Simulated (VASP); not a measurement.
Data:

```yaml
crystal:
  lattice:
    - [1.86500, -3.23027, 0.00000]
    - [1.86500, 3.23027, 0.00000]
    - [0.00000, 0.00000, 5.08000]
  atoms:
    - { symbol: Pt, position: [0.00000, 0.00000, 0.00000] }
    - { symbol: Se, position: [0.33333, 0.66667, 0.25500] }
    - { symbol: Se, position: [0.66667, 0.33333, 0.74500] }
```

Calculation: PBE GGA, VASP's PBE PAW potentials (set 64) (plane waves; VASP). Settings: EDIFF = 1E-2, 400 eV cut-off, 6×6×4 Γ-centred mesh, Gaussian smearing of 0.050 eV, potentials Pt Se.

Unless said otherwise, spin-orbit coupling is left out, though it shifts the bands of the heavy elements here.

Predict the energy per atom (σ→0), pressure, largest force, band gap (on the k-mesh) with the smallest direct gap where there is one.

The band gap (on the k-mesh) is none (metal, semimetal or under 0.01 eV) and the energy per atom (σ→0) is -4.739 eV/atom. The pressure is 5.38 GPa and the largest force is 0.205 eV/Å.

The compound is PtSe2 in the 1T layered structure. The cell was not relaxed at this level. The k-mesh is coarse (spacing up to 0.32 per Å, 2π included), so the numbers may not be converged in it. The run is one of a series of settings (EDIFF = 1E-2 against the base run), some of them coarse on purpose.
